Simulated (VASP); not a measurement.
Data:

```
CELL_PARAMETERS angstrom
      3.25484     0.00000     0.00000
     -1.62742     2.81878     0.00000
      0.00000     0.00000    10.78878
ATOMIC_POSITIONS crystal
  Zn 0.00000 0.00000 0.25101
  Zn 0.33333 0.66667 0.01476
  Zn 0.33333 0.66667 0.48692
  Cd 0.00000 0.00000 0.75721
  O  0.00000 0.00000 0.95914
  O  0.00000 0.00000 0.43103
  O  0.33333 0.66667 0.66483
  O  0.33333 0.66667 0.19499
```

The numbers are results of LDA (Ceperley-Alder, Perdew-Zunger), VASP's LDA PAW potentials (set 64) (plane waves; VASP), not measurements. Numerical set-up: 520 eV cut-off, 9×9×3 Γ-centred mesh, tetrahedra with Blöchl corrections, potentials Zn Cd O.

The cores are frozen, which limits the accuracy of field gradients.

**Question.** Give the principal components of the electric field gradient (V/Å²) and the asymmetry η at each nucleus.

**Answer.** 
```tsv
atom	Vxx	Vyy	Vzz	η
Zn1	4.3	4.3	-8.7	0.00
Zn2	4.0	4.0	-7.9	0.00
Zn3	2.2	2.2	-4.5	0.00
Cd4	3.7	3.7	-7.4	0.00
O5	-0.6	-0.6	1.1	0.01
O6	2.4	2.4	-4.7	0.00
O7	-21.4	-21.4	42.8	0.00
O8	2.4	2.4	-4.7	0.00
```

The structure comes from a computed database's Zn3CdO4 entry (P3m1); how it stands against other phases isn't given here. It was relaxed first, which changed the volume by -8 %.
